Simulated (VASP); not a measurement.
```
CELL_PARAMETERS angstrom
      0.00000     3.07554     3.07554
      3.04509     0.00000     3.07554
      3.04509     3.07554     0.00000
ATOMIC_POSITIONS crystal
  In 0.00000 0.00000 0.00000
  As 0.25000 0.25000 0.25000
```

Calculation: PBEsol GGA, VASP's PBE PAW potentials (set 64) (plane waves; VASP). Numerical set-up: 480 eV cut-off, 10×10×10 Γ-centred mesh, first-order Methfessel-Paxton smearing of 0.10 eV, potentials In_d As.

**Question.** Give the stress tensor in GPa (positive for a compressed cell).

**Answer.** 
```
-0.82   0.00   0.00
 0.00  -1.16   0.00
 0.00   0.00  -1.16
```
The pressure is its mean diagonal, -1.05 GPa.

The compound is InAs in the zinc blende structure. This cell was strained or had an atom moved on purpose.
